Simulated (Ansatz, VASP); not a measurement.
**HfZr2Te6: VASP beside Ansatz**

```xyz
9
Lattice="3.4468 1.9900 7.1035 -3.4468 1.9900 7.1035 0.0000 -3.9800 7.1035" Properties=species:S:1:pos:R:3 pbc="T T T"
Zr    0.0000    0.0000   14.2074
Zr    0.0000    0.0000    7.1030
Hf    0.0000    0.0000    0.0000
Te    1.1415   -2.0025    8.8904
Te    1.1635    1.9898    8.8904
Te   -2.3050    0.0127    8.8904
Te   -1.1635   -1.9898   12.4201
Te   -1.1415    2.0025   12.4201
Te    2.3050   -0.0127   12.4201
```

Alike in both runs: task single point; functional PBE; k mesh 3 × 3 × 3; occupations gaussian, width 0.1 eV; no spin polarisation.

```csv
,VASP,Ansatz
version,VASP 6.6.1,Ansatz 0.2.0
potentials or method,"VASP PAW PBE potentials, release 64 (Zr_sv, Hf_pv, Te)","scalar-relativistic, plane waves, PAW"
plane-wave cutoff (eV),520,420
valence electrons in the cell,70,146
```

|  | VASP | Ansatz | Ansatz less VASP |
| --- | --- | --- | --- |
| gap on the k mesh at the Fermi level (eV) | none | none | - |
| pressure (GPa) | -0.3 | -0.3 | +0.04 |
| largest component of the traceless stress (GPa) | 0.64 | 0.63 | -0.015 |
| rms of the force components (eV/Å) | 0.027 | 0.022 | -0.0050 |

Atom by atom the forces differ by 0.007 eV/Å (rms over components). A gap of «none» marks a metal or a gap that the smearing closes. The two sets of potentials don't hold the same shells in valence.

Caveats: the k mesh is coarse (spacing up to 0.36 Å⁻¹), so the values aren't converged. The runs have no spin-orbit coupling, so splittings on Hf, Te are missing.
